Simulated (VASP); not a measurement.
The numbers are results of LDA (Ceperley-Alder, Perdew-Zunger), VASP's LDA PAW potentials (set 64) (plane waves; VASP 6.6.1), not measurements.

VASP ran on this input.

### POSCAR
```
CuGaSe2
1
   -2.8050000000     2.8050000000     5.5100000000
    2.8050000000    -2.8050000000     5.5100000000
    2.8050000000     2.8050000000    -5.5100000000
Ga Cu Se
2 2 4
Direct
  0.4983230000   0.5111240000   0.0058410000
  0.2460590000   0.7372880000   0.4942850000
 -0.0011780000   0.0088850000   0.0083980000
  0.7494880000   0.2559220000   0.4975750000
  0.8754920000   0.8714500000   0.4985070000
  0.1239150000   0.6324730000   0.0001880000
  0.3883310000   0.3763110000   0.5122380000
  0.6195700000   0.1065470000  -0.0170320000
```

**KPOINTS**
```
Automatic mesh
0
Gamma
6 6 6
0 0 0
```

### INCAR
```
ALGO = Normal
EDIFF = 1E-6
ENCUT = 180
ISIF = 2
ISMEAR = -1
LASPH = .TRUE.
LCHARG = .FALSE.
LMAXMIX = 4
LREAL = .FALSE.
LWAVE = .FALSE.
NELM = 100
PREC = Accurate
SIGMA = 0.05
SYSTEM = CuGaSe2
```

POTCAR, in this order: Ga_d Cu Se (LDA.64 set). Program: vasp_std.

What VASP printed:

**OSZICAR**
```
       N       E                     dE             d eps       ncg     rms          rms(c)
DAV:   1     0.386340662047E+03    0.38634E+03   -0.18465E+04 10006   0.895E+02
DAV:   2     0.132757020683E+02   -0.37306E+03   -0.36170E+03 10430   0.279E+02
DAV:   3    -0.270186602414E+02   -0.40294E+02   -0.39480E+02 11905   0.904E+01
DAV:   4    -0.287445910294E+02   -0.17259E+01   -0.17061E+01 12478   0.193E+01
DAV:   5    -0.288069526484E+02   -0.62362E-01   -0.62239E-01 12545   0.330E+00    0.210E+01
DAV:   6    -0.292015750381E+02   -0.39462E+00   -0.11356E+02 11885   0.909E+01    0.131E+01
DAV:   7    -0.243065344659E+02    0.48950E+01   -0.17190E+01 11230   0.439E+01    0.610E+00
DAV:   8    -0.240383563736E+02    0.26818E+00   -0.87336E+00 13427   0.341E+01    0.401E+00
DAV:   9    -0.239411766859E+02    0.97180E-01   -0.31744E+00 11493   0.147E+01    0.127E+00
DAV:  10    -0.239459335805E+02   -0.47569E-02   -0.39431E-01 10408   0.659E+00    0.882E-01
DAV:  11    -0.239278321463E+02    0.18101E-01   -0.10379E-01 12251   0.382E+00    0.251E-01
DAV:  12    -0.239291690249E+02   -0.13369E-02   -0.17459E-02 11478   0.866E-01    0.130E-01
DAV:  13    -0.239289300246E+02    0.23900E-03   -0.23840E-03 12677   0.339E-01    0.659E-02
DAV:  14    -0.239289640610E+02   -0.34036E-04   -0.70530E-04 10930   0.307E-01    0.652E-02
DAV:  15    -0.239289048847E+02    0.59176E-04   -0.47639E-04 10560   0.161E-01    0.127E-02
DAV:  16    -0.239289018592E+02    0.30255E-05   -0.34795E-05 10099   0.454E-02    0.391E-03
DAV:  17    -0.239289018171E+02    0.42138E-07   -0.13160E-06  6811   0.119E-02
   1 F= -.23928902E+02 E0= -.23928804E+02  d E =-.194986E-03
```

OUTCAR:
```
------------------------ aborting loop because EDIFF is reached ----------------------------------------
  FORCE on cell =-STRESS in cart. coord.  units (eV):
  Direction    XX          YY          ZZ          XY          YZ          ZX
  --------------------------------------------------------------------------------------
  Total     -137.4500657   -137.5138308   -137.2811125      0.0153625      0.9608217     -0.4640725
  in kB    -1269.9254093  -1270.5145462  -1268.3644208      0.1419370      8.8772008     -4.2876480
  external PRESSURE =   -1269.6014588 kB  Pullay stress =       0.0000000 kB
  volume of cell :      173.41
      direct lattice vectors                 reciprocal lattice vectors
    -2.805000000  2.805000000  5.510000000     0.000000000  0.178253119  0.090744102
     2.805000000 -2.805000000  5.510000000     0.178253119  0.000000000  0.090744102
     2.805000000  2.805000000 -5.510000000     0.178253119  0.178253119  0.000000000
 POSITION                                       TOTAL-FORCE (eV/Angst)
 -----------------------------------------------------------------------------------
      0.05229     -0.01952      5.52987        -0.424723      0.322322     -0.517896
      2.76437      0.00857      2.69473        -0.003230     -0.232740      0.346019
     -2.75322      2.80033      5.50619        -0.165842      0.068384      0.127803
      0.01125      2.78015      2.79817        -0.168028      0.151751      0.019214
      1.38697      1.40965      6.87888         0.611966      0.130097      0.135726
      1.42703     -1.42598      4.16666        -0.070640     -0.184281     -0.312547
      1.40311      1.47054      1.39075        -0.553185     -0.334234     -0.158311
      1.31820      4.19625     -1.41525         0.773682      0.078701      0.359992
 -----------------------------------------------------------------------------------
    total drift:                                0.001106      0.006413     -0.004020
  FREE ENERGIE OF THE ION-ELECTRON SYSTEM (eV)
  ---------------------------------------------------
  free  energy   TOTEN  =       -23.9289018171 eV

  energy  without entropy=      -23.9287068312  energy(sigma->0) =      -23.92880432
```
(Selected blocks of OUTCAR.)

At this cut-off the stress carries a Pulay error, which pulls relaxed volumes low.

The structure is a typed CuGaSe2 crystal. The cell was not relaxed at this level, atoms are displaced from their ideal sites. The run is one of a series of settings (ENCUT = 180, GGA removed, KPOINTS 6×6×6 Γ-centred mesh, POTCAR Ga_d Cu Se (LDA.64 set) against the base run), some of them coarse on purpose.
